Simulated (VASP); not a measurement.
Consider the following.

MgI$_{2}$ is modelled in the trigonal space group P-3m1 (No. 164), the CdI2 type structure, Pearson symbol hP3. Cell: a = b = 4.2083 Å, c = 7.5570 Å, α = β = 90.00°, γ = 120.00°. Mg on 1a sees 6 I at 2.948 Å (octahedral). I on 2d sees 3 Mg at 2.948 Å (trigonal pyramidal). (Neighbours: up to the widest gap in distance over summed covalent radii, below 1.35, at either atom; cation-cation and far metal-metal contacts left out.)

The numbers are results of PBE GGA, VASP's PBE PAW potentials (set 64) (plane waves; VASP), not measurements. Run with 480 eV cut-off, 6×6×4 Γ-centred mesh, Gaussian smearing of 0.050 eV, potentials Mg I.

Without a dispersion term in the relaxation, distances and binding between the weakly bound layers, chains or molecules are unreliable, and so is what depends on them.

Each relaxation starts from this cell; other phases were not tried.

Task: The cell is relaxed at 2 GPa. What happens?

Result: The volume per atom goes from 38.63 to 32.76 Å³ (-15.2 %), and the cell becomes a = 4.109 Å, b = 4.109 Å, c = 6.722 Å, α = 90.00°, β = 90.00°, γ = 120.00°, space group P-3m1. The gap on the mesh goes from 3.61 to 3.46 eV.

Task: The cell is relaxed at 5 GPa. What happens?

Result: The volume per atom goes from 38.63 to 29.78 Å³ (-22.9 %), and the cell becomes a = 4.0054 Å, b = 4.0054 Å, c = 6.4292 Å, α = 90.00°, β = 90.00°, γ = 120.00°, space group P-3m1. The gap on the mesh goes from 3.61 to 3.34 eV.

Failed runs are left out, and for metals the shear rows, which the mesh's noise covers.

The compound is MgI2 in the 1T layered structure.
